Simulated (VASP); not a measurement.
A run of VASP 6.6.1 is set up as follows.

The input INCAR:

```
SYSTEM = TiClO
PREC = Accurate
ENCUT = 520
EDIFF = 1E-7
ISMEAR = -1
SIGMA = 0.05
LREAL = .FALSE.
LASPH = .TRUE.
NELM = 60
ALGO = Normal
ISIF = 2
LWAVE = .FALSE.
LCHARG = .FALSE.
GGA = PS
NBANDS = 34
KPAR = 2
```

Contents of KPOINTS:

```
Automatic mesh
0
G
  8 7 4
  0 0 0
```

POSCAR

```
TiClO
1.0
    3.3800000000      0.0000000000      0.0000000000
    0.0000000000      3.7900000000      0.0000000000
    0.0000000000      0.0000000000      8.0300000000
Ti Cl O
2 2 2
Direct
    0.5013440000      0.0052640000      0.8774400000
    0.0090920000      0.5045760000      0.1188760000
   -0.0171600000      0.0036610000      0.6853790000
    0.5028430000      0.4974930000      0.3210220000
   -0.0027980000      0.0060830000      0.0620440000
    0.4927570000      0.5054310000      0.9372060000
```

Potentials or basis: VASP PAW PBE potentials, release 64 (Ti_sv, Cl, O).

Command:

```console
$ cat potpaw_PBE.64/Ti_sv/POTCAR potpaw_PBE.64/Cl/POTCAR potpaw_PBE.64/O/POTCAR > POTCAR
$ mpirun -np 2 vasp_std > vasp.out
```

Q: Estimate the pressure.

A: -0.7 GPa.

Q: What does it give for the largest force?

A: 2.444 eV/Å.

Stress tensor (GPa, compression positive):
```
-3.66  0.00 -1.39
 0.00 -2.22  0.08
-1.39  0.08  3.67
```

Caveat: the PAW data sets were made with another functional, which shifts forces and pressure a little; the cell's inner coordinates are idealised or old, which leaves forces on the atoms.
